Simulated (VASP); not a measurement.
Method: PBEsol GGA, VASP's PBE PAW potentials (set 64) (plane waves; VASP).

Input for VASP

INCAR:
```
ALGO  =  Normal
EDIFF  =  1E-8
ENCUT  =  520
GGA  =  PS
IBRION  =  8
ISMEAR  =  0
LASPH  =  T
LCHARG  =  F
LEPSILON  =  T
LREAL  =  F
LWAVE  =  F
NELM  =  100
NSW  =  1
PREC  =  Accurate
SIGMA  =  0.01
SYSTEM  =  CaO
```

### KPOINTS
```
K-points
0
gamma
  10 10 10
0 0 0
```

**POSCAR**
```
CaO
1
    0.0000000000     2.3880329525     2.3880329525
    2.3880329525     0.0000000000     2.3880329525
    2.3880329525     2.3880329525     0.0000000000
Ca O
1 1
Direct
  0.0000000000   0.0000000000   0.0000000000
  0.5000000000   0.5000000000   0.5000000000
```

POTCAR, in this order: Ca_sv O (PBE.64 set). Program: vasp_std.

Output of the run:

File OUTCAR:
```


 HEAD OF MICROSCOPIC STATIC DIELECTRIC TENSOR (INDEPENDENT PARTICLE, excluding Hartree and local field effects)
 ------------------------------------------------------
           4.011983     0.000000    -0.000000
           0.000000     4.011983    -0.000000
           0.000000     0.000000     4.011983
 ------------------------------------------------------

 MACROSCOPIC STATIC DIELECTRIC TENSOR (including local field effects in DFT)
 ------------------------------------------------------
           3.852623     0.000000    -0.000000
           0.000000     3.852623    -0.000000
           0.000000     0.000000     3.852623
 ------------------------------------------------------

 PIEZOELECTRIC TENSOR (including local field effects)  for field in x, y, z        (e  Angst)
          XX          YY          ZZ          XY          YZ          ZX
  --------------------------------------------------------------------------------
  x     0.00000     0.00000     0.00000     0.00000     0.00000     0.00000
  y     0.00000     0.00000     0.00000     0.00000     0.00000     0.00000
  z     0.00000     0.00000     0.00000     0.00000     0.00000     0.00000

 PIEZOELECTRIC TENSOR (including local field effects)  for field in x, y, z        (C/m^2)
          XX          YY          ZZ          XY          YZ          ZX
  --------------------------------------------------------------------------------
  x     0.00000     0.00000     0.00000     0.00000     0.00000     0.00000
  y     0.00000     0.00000     0.00000     0.00000     0.00000     0.00000
  z     0.00000     0.00000     0.00000     0.00000     0.00000     0.00000

 BORN EFFECTIVE CHARGES (including local field effects) (in |e|, cummulative output)
 ---------------------------------------------------------------------------------
 ion    1
    1     2.36038     0.00000     0.00000
    2     0.00000     2.36038     0.00000
    3     0.00000     0.00000     2.36038
 ion    2
    1    -2.36038     0.00000     0.00000
    2     0.00000    -2.36038     0.00000
    3     0.00000     0.00000    -2.36038
```
(Selected blocks of OUTCAR.)

The compound is CaO in the rock salt structure. It was relaxed first.
